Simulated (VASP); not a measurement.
Data:

```yaml
crystal:
  lattice:
    - [0.00000, 2.42159, 2.42159]
    - [2.42159, 0.00000, 2.42159]
    - [2.42159, 2.42159, 0.00000]
  atoms:
    - { symbol: Na, position: [0.00000, 0.00000, 0.00000] }
    - { symbol: H, position: [0.50000, 0.50000, 0.50000] }
```

These are PBE GGA with D4 dispersion, VASP's PBE PAW potentials (set 64) (plane waves; VASP) values and carry that method's errors. Numerical set-up: 520 eV cut-off, 10×10×10 Γ-centred mesh, Gaussian smearing of 0.050 eV, potentials Na_pv H.

Task: The job: NaH (rock salt), 2 atoms, PBE-D4, static run, 520 eV, 10×10×10 Γ-centred mesh. Roughly how much core time does it take on a busy server core?

Result: About 8 core-seconds (one run on a shared machine, a rough figure). It had 47 irreducible k-points, 8 bands, up to 785 plane waves and 13 electronic steps.

The compound is NaH in the rock salt structure. This cell is one point of a volume scan, at 1.03 of the reference volume.
